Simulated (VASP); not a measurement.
Data:

```yaml
crystal:
  lattice:
    - [0.00000, 2.72799, 2.72799]
    - [2.72799, 0.00000, 2.72799]
    - [2.72799, 2.72799, 0.00000]
  atoms:
    - { symbol: Ga, position: [0.00000, 0.00000, 0.00000] }
    - { symbol: P, position: [0.25000, 0.25000, 0.25000] }
```

The numbers are results of revTPSS meta-GGA, VASP's PBE PAW potentials (set 64) (plane waves; VASP), not measurements. Numerical set-up: 520 eV cut-off, 9×9×9 Γ-centred mesh, tetrahedra with Blöchl corrections, potentials Ga_d P.

Question: What does the run give for the energy per atom (σ→0), band gap (over mesh and band path) with the smallest direct gap where there is one?

Answer: 
The band gap (over mesh and band path) is 1.55 eV. The smallest direct gap (over mesh and band path) comes out as 1.97 eV and the energy per atom (σ→0) is -2.210 eV/atom.

The absolute energy has meaning only against runs of the same code, potentials and settings.

The compound is GaP in the zinc blende structure. It was relaxed first.
